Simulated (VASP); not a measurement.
Level of theory: PBEsol GGA, VASP's PBE PAW potentials (set 64) (plane waves; VASP 6.6.1).

A VASP calculation is set up with these files.

File KPOINTS:
```
K-points
0
gamma
 10 10 10
```

### POSCAR
```
Pr(SiAg)2
1.0
 -2.1327423393   2.1327423393   5.2822192860
  2.1327423393  -2.1327423393   5.2822192860
  2.1327423393   2.1327423393  -5.2822192860
Pr Si Ag
1 2 2
Direct
  0.0000000000   0.0000000000   0.0000000000
  0.6101441864   0.6101441864   1.0000000000
  0.3898558136   0.3898558136   0.0000000000
  0.7500000000   0.2500000000   0.5000000000
  0.2500000000   0.7500000000   0.5000000000
```

### INCAR
```
LWAVE=F
NELM=100   # most electronic steps
ALGO=Normal   # blocked Davidson
ENCUT=480   # plane-wave cut-off (eV)
IBRION=2   # conjugate gradients
ISMEAR=1   # Methfessel-Paxton
ISIF=2
PREC=Accurate
NSW=30   # most ionic steps
LASPH=T   # aspherical one-centre terms
LREAL=F   # projection in real space or not
EDIFF=1E-7   # SCF stop (eV)
GGA=PS
LMAXMIX=6
SIGMA=0.1
LCHARG=F
EDIFFG=-0.01
SYSTEM=Pr(SiAg)2
```

POTCAR, in this order: Pr_3 Si Ag (PBE.64 set). Program: vasp_std.

Output of the run:

**OSZICAR**
```
       N       E                     dE             d eps       ncg     rms          rms(c)
DAV:   1     0.231635698480E+03    0.23164E+03   -0.18917E+04  4896   0.149E+03
DAV:   2    -0.192447959340E+02   -0.25088E+03   -0.24764E+03  5496   0.320E+02
DAV:   3    -0.286740273627E+02   -0.94292E+01   -0.93178E+01  7272   0.578E+01
DAV:   4    -0.288984503192E+02   -0.22442E+00   -0.22430E+00  6640   0.782E+00
DAV:   5    -0.289025684193E+02   -0.41181E-02   -0.41178E-02  7048   0.973E-01    0.135E+01
DAV:   6    -0.261662765456E+02    0.27363E+01   -0.30096E+01  6072   0.461E+01    0.104E+01
DAV:   7    -0.259274038358E+02    0.23887E+00   -0.28588E+00  5712   0.141E+01    0.488E+00
DAV:   8    -0.258797273351E+02    0.47677E-01   -0.46024E-01  6480   0.486E+00    0.110E+00
DAV:   9    -0.258624677214E+02    0.17260E-01   -0.93817E-02  6112   0.269E+00    0.366E-01
DAV:  10    -0.258623826540E+02    0.85067E-04   -0.38798E-03  6424   0.348E-01    0.244E-01
DAV:  11    -0.258623092531E+02    0.73401E-04   -0.37516E-04  6968   0.106E-01    0.511E-02
DAV:  12    -0.258622885158E+02    0.20737E-04   -0.94034E-05  5680   0.744E-02    0.163E-02
DAV:  13    -0.258622901405E+02   -0.16247E-05   -0.10092E-05  6408   0.202E-02    0.664E-03
DAV:  14    -0.258622894538E+02    0.68677E-06   -0.61341E-07  6016   0.509E-03    0.229E-03
DAV:  15    -0.258622892484E+02    0.20536E-06   -0.82007E-08  4440   0.164E-03    0.848E-04
DAV:  16    -0.258622892478E+02    0.58253E-09   -0.57643E-08  3440   0.214E-03
   1 F= -.25862289E+02 E0= -.25862368E+02  d E =-.258623E+02
       N       E                     dE             d eps       ncg     rms          rms(c)
DAV:   1    -0.258644619936E+02   -0.21727E-02   -0.71149E-02  5016   0.109E+00    0.141E-01
DAV:   2    -0.258645515546E+02   -0.89561E-04   -0.25483E-03  6344   0.245E-01    0.603E-02
DAV:   3    -0.258645051209E+02    0.46434E-04   -0.19161E-04  5736   0.599E-02    0.246E-02
DAV:   4    -0.258645050702E+02    0.50686E-07   -0.22556E-05  6288   0.190E-02    0.131E-02
DAV:   5    -0.258645052143E+02   -0.14411E-06   -0.88483E-07  6112   0.564E-03    0.238E-03
DAV:   6    -0.258645051568E+02    0.57502E-07   -0.43354E-07  5288   0.279E-03
   2 F= -.25864505E+02 E0= -.25864628E+02  d E =-.221591E-02
       N       E                     dE             d eps       ncg     rms          rms(c)
DAV:   1    -0.258645155104E+02   -0.10296E-04   -0.39090E-04  5152   0.808E-02    0.104E-02
DAV:   2    -0.258645160063E+02   -0.49592E-06   -0.13883E-05  6368   0.181E-02    0.449E-03
DAV:   3    -0.258645157662E+02    0.24019E-06   -0.98272E-07  5704   0.431E-03    0.191E-03
DAV:   4    -0.258645157867E+02   -0.20526E-07   -0.11749E-07  4776   0.140E-03
   3 F= -.25864516E+02 E0= -.25864642E+02  d E =-.222654E-02
```

File OUTCAR:
```
------------------------ aborting loop because EDIFF is reached ----------------------------------------
  FORCE on cell =-STRESS in cart. coord.  units (eV):
  Direction    XX          YY          ZZ          XY          YZ          ZX
  --------------------------------------------------------------------------------------
  Total       -1.8382400     -1.8382400     -1.2278149      0.0000000     -0.0000000      0.0000000
  in kB      -30.6449981    -30.6449981    -20.4687008      0.0000000     -0.0000000      0.0000000
  external PRESSURE =     -27.2528990 kB  Pullay stress =       0.0000000 kB
  volume of cell :       96.11
      direct lattice vectors                 reciprocal lattice vectors
    -2.132742339  2.132742339  5.282219286     0.000000000  0.234439947  0.094657183
     2.132742339 -2.132742339  5.282219286     0.234439947  0.000000000  0.094657183
     2.132742339  2.132742339 -5.282219286     0.234439947  0.234439947  0.000000000
 POSITION                                       TOTAL-FORCE (eV/Angst)
 -----------------------------------------------------------------------------------
      0.00000      0.00000      0.00000         0.000000      0.000000      0.000000
      0.00000      0.00000      6.45661         0.000000      0.000000      0.000058
      0.00000      0.00000      4.10783        -0.000000     -0.000000     -0.000058
      0.00000      2.13274      2.64111         0.000000      0.000000      0.000000
      2.13274      0.00000      2.64111         0.000000      0.000000      0.000000
 -----------------------------------------------------------------------------------
    total drift:                                0.000000     -0.000000      0.000000
  FREE ENERGIE OF THE ION-ELECTRON SYSTEM (eV)
  ---------------------------------------------------
  free  energy   TOTEN  =       -25.8645157867 eV

  energy  without entropy=      -25.8648931683  energy(sigma->0) =      -25.86464158

 reached required accuracy - stopping structural energy minimisation
```
(Selected blocks of OUTCAR.)

**CONTCAR**
```
Pr(SiAg)2
   1.00000000000000
    -2.1327423393000000    2.1327423393000000    5.2822192860000001
     2.1327423393000000   -2.1327423393000000    5.2822192860000001
     2.1327423393000000    2.1327423393000000   -5.2822192860000001
  Pr              Si              Ag
     1     2     2
Direct
     0.0000000000000000    0.0000000000000000    0.0000000000000000
     0.6111640973598694    0.6111640973598694    0.0000000000000000
     0.3888359026401307    0.3888359026401307    0.0000000000000000
     0.7500000000000000    0.2500000000000000    0.5000000000000000
     0.2500000000000000    0.7500000000000000    0.5000000000000000
```

The 4f electrons are frozen in the core of the lanthanide potential, so 4f levels, which can set the real gap, and their magnetism are missing.

The structure comes from a computed database's Ag2PrSi2 entry (I4/mmm); how it stands against other phases isn't given here. This cell was strained or had an atom moved on purpose. Symmetry was kept, so distortions that lower it aren't found. The electron count is odd and the run is not spin-polarised, which forces a metal.
